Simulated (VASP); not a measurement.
Input:

```xyz
2
Lattice="0.0000 2.7134 2.7134 2.7134 0.0000 2.7134 2.7134 2.7134 0.0000" Properties=species:S:1:pos:R:3 pbc="T T T"
Ag     0.0000     0.0000     0.0000
Br     2.7134     2.7134     2.7134
```

Method: PBEsol GGA, VASP's PBE PAW potentials (set 64) (plane waves; VASP). Settings: 500 eV cut-off, 8×8×8 Γ-centred mesh, Gaussian smearing of 0.050 eV, potentials Ag Br.

**Question.** What does the run give for the energy per atom (σ→0), pressure, band gap (on the k-mesh) with the smallest direct gap where there is one?

**Answer.** 
```json
{
 "band gap (on the k-mesh)": "0.54 eV",
 "smallest direct gap (on the k-mesh)": "3.00 eV",
 "energy per atom (σ→0)": "-2.771 eV/atom",
 "pressure": "10.00 GPa"
}
```

The absolute energy has meaning only against runs of the same code, potentials and settings.

The compound is AgBr in the rock salt structure. It was relaxed first under an external pressure of 10 GPa.
